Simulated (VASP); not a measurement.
Consider the following.

```xyz
4
Lattice="3.9801 0.0000 0.0000 0.0000 3.9801 0.0000 0.0000 0.0000 3.9801" Properties=species:S:1:pos:R:3 pbc="T T T"
Al     0.0000     1.9901     1.9901
Al     1.9901     0.0000     1.9901
Al     1.9901     1.9901     0.0000
Zn     0.0000     0.0000     0.0000
```

The numbers are results of PBEsol GGA, VASP's PBE PAW potentials (set 64) (plane waves; VASP), not measurements. Settings: 400 eV cut-off, 9×9×9 Γ-centred mesh, tetrahedra with Blöchl corrections, potentials Al Zn.

The cores are frozen, which limits the accuracy of field gradients.

**Question.** Give the principal components of the electric field gradient (V/Å²) and the asymmetry η at each nucleus.

**Answer.** 
```tsv
atom	Vxx	Vyy	Vzz	η
Al1	3.7	3.7	-7.5	0.00
Al2	3.7	3.7	-7.5	0.00
Al3	3.7	3.7	-7.5	0.00
Zn4	0.0	0.0	0.0	-
```

The structure comes from a computed database's Al3Zn entry (Pm-3m); how it stands against other phases isn't given here. It was relaxed first.
